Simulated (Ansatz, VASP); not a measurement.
# Be72H143 (V_H1): VASP beside Ansatz, part 2 of 2

One calculation is typed for both programs; each brings its own data sets. How far apart do they land? The cell is taken from a series of runs on this material, whose earlier steps may have relaxed, scaled, displaced or heated it; both programs get it as it stands.

VASP 6.6.1 and Ansatz 0.2.0.

So far: The structure; Ansatz: single point, PBEsol.

### Step 3. VASP: single point, PBEsol

Level of this step: PBEsol; plane waves and PAW (Be, H) (VASP).

The same cell, functional, mesh and smearing now go to VASP, with its own data sets.

Lines of VASP's logs that name or quote its potential files are left out, and so is its time.

Input file INCAR:

```
SYSTEM = Be72H143
PREC = Accurate
ENCUT = 520
EDIFF = 1E-06
NELM = 120
ISMEAR = -1
SIGMA = 0.01
LREAL = Auto
ALGO = Normal
GGA = PS
NELECT = 286
NBANDS = 293
LORBIT = 11
LWAVE = .FALSE.
LCHARG = .FALSE.
ISIF = 2
LASPH = .TRUE.
GGA_COMPAT = .FALSE.
EFERMI = MIDGAP
```

Input file POSCAR:

```
Be72H143
1.0
   11.9799784523      0.0000000000      0.0000000000
    3.9933261508     -8.7573595481      7.5377721599
    3.9933261508     -8.7573595481     -7.5377721599
Be H
72 143
Direct
    0.1680944335      0.1238197497      0.3741984635
    0.1669250636      0.3743568428      0.1251051981
[... 24 atom lines left out ...]
    0.5926193760      0.3929122425      0.4194387802
[... 1 atom line left out ...]
    0.4796382224      0.3379187291      0.3321043483
[... 2 atom lines left out ...]
    0.4997532710      0.3733339410      0.6239292731
[... 4 atom lines left out ...]
    0.4766445690      0.6481486242      0.3761772054
[... 2 atom lines left out ...]
    0.5172972707      0.6653099883      0.1665167433
    0.4902205631      0.8354986719      0.3331855961
[... 4 atom lines left out ...]
    0.5166006670      0.6661483454      0.6651645516
[... 1 atom line left out ...]
    0.4045952818      0.5848862421      0.5827371204
[... 1 atom line left out ...]
    0.8346072414      0.3748715586      0.1240050476
    0.9282212990      0.4167592752      0.4154501429
[... 1 atom line left out ...]
    0.8164126387      0.3371184958      0.3323813122
[... 7 atom lines left out ...]
    0.8328223860      0.6252799303      0.3745546788
[... 2 atom lines left out ...]
    0.8500015706      0.6658583434      0.1657926244
[... 1 atom line left out ...]
    0.7384886766      0.5838012093      0.0836404484
[... 5 atom lines left out ...]
    0.7377578257      0.5839501521      0.5836893389
[... 33 atom lines left out ...]
    0.2760193915      0.5317728657      0.3780964788
[... 6 atom lines left out ...]
    0.3072241356      0.6547408452      0.6645144977
[... 7 atom lines left out ...]
    0.5502697373      0.3687989200      0.2163703736
    0.5493982998      0.2240163490      0.3772676279
[... 3 atom lines left out ...]
    0.4809215475      0.4159909585      0.4028360390
[... 6 atom lines left out ...]
    0.5497242783      0.3724735973      0.7158352126
[... 1 atom line left out ...]
    0.3927139380      0.4677075369      0.6137931961
    0.6111507756      0.3703435839      0.5298729667
[... 6 atom lines left out ...]
    0.4479634197      0.2809493287      0.6295820369
[... 1 atom line left out ...]
    0.5528012369      0.8727574270      0.2162709875
    0.5527240490      0.7159294494      0.3698233962
[... 2 atom lines left out ...]
    0.6409536084      0.6583244098      0.1604920910
[... 1 atom line left out ...]
    0.3648333814      0.8343739591      0.3440474169
    0.5193284384      0.5898939179      0.0915779480
    0.3796513044      0.6321784387      0.4707336983
    0.4501504081      0.7818377830      0.1301190186
    0.4520790222      0.6243611347      0.2829041563
[... 4 atom lines left out ...]
    0.6402011964      0.6600947667      0.6588407947
[... 2 atom lines left out ...]
    0.5203494580      0.5919480586      0.5872267300
[... 4 atom lines left out ...]
    0.8858589549      0.3713222860      0.2163331870
    0.8796717681      0.2205001398      0.3730256189
    0.7245793835      0.4674252804      0.1200953302
[... 2 atom lines left out ...]
    0.8121998996      0.4130024114      0.4078847719
    0.6929512143      0.3541397686      0.3290284419
[... 7 atom lines left out ...]
    0.7226778997      0.4679044144      0.6216740780
[... 15 atom lines left out ...]
    0.6924643852      0.8421905734      0.3398662863
    0.8536806695      0.5900840035      0.0902492335
    0.7229588954      0.6212107298      0.4674731245
    0.9432602507      0.5327536573      0.3776266512
[... 1 atom line left out ...]
    0.7820985396      0.6290016432      0.2819869106
[... 11 atom lines left out ...]
    0.7824967101      0.6285927200      0.7821102886
```

Input file KPOINTS:

```
Automatic mesh
0
Gamma
1 1 1
0 0 0
```

Potentials, in the order of the species: Be and H (PBE family, release 64).

Command:

```bash
$ export OMP_NUM_THREADS=3
$ mpirun -np 1 vasp_gam
```

Numbers of over 12 decimals in the logs are rounded to 6 here.

What it wrote:

```text
[banner, memory and clock lines left out]
running    1 mpi-ranks, on    1 nodes
[...]
Offloading initialized ...    1 GPUs detected
[...]
|                                                                             |
|               ----> ADVICE to this user running VASP <----                  |
|                                                                             |
|     You enforced a specific xc type in the INCAR file but a different       |
|     [... a line on the potential file left out ...]
|     I HOPE YOU KNOW WHAT YOU ARE DOING!                                     |
|                                                                             |

 LDA part: xc-table for (Slater+PW92), standard interpolation
 POSCAR, INCAR and KPOINTS ok, starting setup
[...]
entering main loop
       N       E                     dE             d eps       ncg     rms          rms(c)
DAV:   1     0.984103961618E+03    0.98410E+03   -0.11874E+05   586   0.860E+02
DAV:   2    -0.580667303670E+03   -0.15648E+04   -0.12785E+04   868   0.182E+02
DAV:   3    -0.799246766743E+03   -0.21858E+03   -0.21402E+03   740   0.584E+01
DAV:   4    -0.803956944409E+03   -0.47102E+01   -0.46986E+01   756   0.911E+00
DAV:   5    -0.803980816406E+03   -0.23872E-01   -0.23865E-01   740   0.743E-01BRMIX: very serious problems
 the old and the new charge density differ
 old charge density:   287.00000 new  286.00000
    0.364E+01
DAV:   6    -0.777251947313E+03    0.26729E+02   -0.90941E+00   668   0.376E+00    0.204E+01
DAV:   7    -0.765043470229E+03    0.12208E+02   -0.18383E+01   684   0.571E+00    0.218E+00
DAV:   8    -0.765295627661E+03   -0.25216E+00   -0.13930E+00   708   0.159E+00    0.879E-01
DAV:   9    -0.765287638604E+03    0.79891E-02   -0.10832E-01   724   0.444E-01    0.414E-01
[...]
DAV:  13    -0.765289265290E+03    0.17350E-05   -0.72341E-05   764   0.248E-02    0.738E-03
DAV:  14    -0.765289277263E+03   -0.11973E-04   -0.11928E-04   716   0.143E-02    0.638E-03
DAV:  15    -0.765289277578E+03   -0.31424E-06   -0.29871E-06   716   0.360E-03
   1 F= -.76528928E+03 E0= -.76528928E+03  d E =0.000000E+00
```

From OUTCAR (step 3):

```text
  FREE ENERGIE OF THE ION-ELECTRON SYSTEM (eV)
  ---------------------------------------------------
  free  energy   TOTEN  =      -765.2892775776 eV

  energy  without entropy=     -765.2892775776  energy(sigma->0) =     -765.28927758
```

The run ends at a pressure of -0.17 GPa, with forces up to 1.3 eV/Å.

### Step 4. Comparison

Known differences besides the potentials themselves: the cutoff is 420 eV in Ansatz and 520 eV in VASP (PREC = Accurate, projectors in real space); Ansatz makes its cores anew for this functional, VASP keeps those of its PBE data sets. Total energies have different zeros and are not compared.

The two programs side by side:

```csv
quantity,Ansatz,VASP,difference
gap on the k mesh (eV),2.699,2.700,-0.001
```

Forces on 9 of the 215 atoms, those with the largest forces and the largest differences (eV/Å; atoms numbered as in POSCAR):

```csv
atom,"Ansatz x, y, z","VASP x, y, z"
Be27,"0.479, 0.593, -1.027","0.482, 0.589, -1.025"
Be29,"-0.266, 0.461, -0.035","-0.269, 0.461, -0.034"
Be37,"-0.316, -0.698, 0.950","-0.312, -0.696, 0.947"
Be41,"-0.081, -0.261, 0.359","-0.080, -0.262, 0.361"
Be48,"-0.052, -0.350, -0.240","-0.051, -0.349, -0.240"
H126,"-0.496, -0.376, 0.357","-0.503, -0.386, 0.360"
H129,"-0.001, 0.011, 0.017","-0.013, 0.010, 0.021"
H146,"0.247, 0.050, -0.123","0.259, 0.052, -0.128"
H153,"-0.121, 0.016, -0.415","-0.133, 0.014, -0.414"
```

The forces differ by 5.6 meV/Å r.m.s., which is 5.7 % of the r.m.s. force of 0.098 eV/Å (both taken over all components). A gap on the mesh is an upper bound, since the band edges may lie between its points. The cell carries a charge of +1 e against a uniform background, so its pressure also hangs on how the neutralising background is counted, and in a defect's cell a gap may be the spacing between its levels.

### Step 5. Results

```
r.m.s. force difference (single point, PBEsol) : 5.6 meV/Å
```

In words: The r.m.s. force difference is 5.6 meV/Å (single point, PBEsol), within the 12 meV/Å picked in this series as the mark of a large difference. How closely two codes agree says nothing of how well the functional describes the real material.

[Lines on the potential files, build, host, timing and source positions are cut from VASP's logs without a mark.]

[Logs are printed without paths, hosts, clocks, repeated set-up lines and the standing remarks that a program may print on its own settings, such as how far it seeks lower states.]

[Hosts, paths, dates, database ids (printed as entryN), source tags and the programs' standing remarks are cut or masked in the printed files.]
